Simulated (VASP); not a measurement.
VASP input:

**POSCAR**
```
Y
1
    1.8615000000    -3.2242130000     0.0000000000
    1.8615000000     3.2242130000     0.0000000000
    0.0000000000     0.0000000000     5.8446000000
Y
2
Direct
  0.3333330000   0.6666670000   0.2500000000
  0.6666670000   0.3333330000   0.7500000000
```

File KPOINTS:
```
Automatic mesh
0
Gamma
9 9 5
0 0 0
```

### INCAR
```
SYSTEM = Y
PREC = Accurate
ENCUT = 400
EDIFF = 1E-6
NELM = 100
ALGO = Normal
LREAL = .FALSE.
LASPH = .TRUE.
ISMEAR = 1
SIGMA = 0.1
GGA = PE
LMAXMIX = 4
LWAVE = .FALSE.
LCHARG = .FALSE.
ISIF = 2
ICHARG = 11
```

POTCAR, in this order: Y_sv (PBE.64 set). Program: vasp_std.

What VASP printed:

### standard output
```
 POSCAR found type information on POSCAR Y
 POSCAR found :  1 types and       2 ions
 Reading from existing POTCAR
 Reading from existing POTCAR
 LDA part: xc-table for (Slater+PW92), standard interpolation
 WARNING: stress and forces are not correct
 POSCAR, INCAR and KPOINTS ok, starting setup
 WAVECAR not read
 WARNING: CHGCAR is incomplete

 -----------------------------------------------------------------------------
|                                                                             |
|     EEEEEEE  RRRRRR   RRRRRR   OOOOOOO  RRRRRR      ###     ###     ###     |
|     E        R     R  R     R  O     O  R     R     ###     ###     ###     |
|     E        R     R  R     R  O     O  R     R     ###     ###     ###     |
|     EEEEE    RRRRRR   RRRRRR   O     O  RRRRRR       #       #       #      |
|     E        R   R    R   R    O     O  R   R                               |
|     E        R    R   R    R   O     O  R    R      ###     ###     ###     |
|     EEEEEEE  R     R  R     R  OOOOOOO  R     R     ###     ###     ###     |
|                                                                             |
|     ICHARG>10                                                               |
|                                                                             |
|       ---->  I REFUSE TO CONTINUE WITH THIS SICK JOB ... BYE!!! <----       |
|                                                                             |
 -----------------------------------------------------------------------------
```

Question: Read input and log: which fault does this run have?
(A) ICHARG = 11 asks for a fixed density, but there is no CHGCAR
(B) the lattice vectors carry noise near SYMPREC
(C) IBRION is misspelt, so VASP ignores the line and takes its default
(D) a hybrid functional was run with ALGO = VeryFast

Answer: A, ICHARG = 11 asks for a fixed density, but there is no CHGCAR. VASP stops with an error: ERROR: charge density could not be read from file CHGCAR for ICHARG>10 ----> I REFUSE TO CONTINUE WITH THIS SICK JOB ... BYE!!! <----

To mend it, run self-consistently first and keep its CHGCAR, or remove ICHARG. The plain static run on this cell (PBE GGA, plane waves, VASP's PBE PAW potentials (set 64)) converges, and its OSZICAR ends with
```
   1 F= -.12825144E+02 E0= -.12824654E+02  d E =-.146847E-02
```

The compound is Y in the hcp structure. The cell was not relaxed at this level.
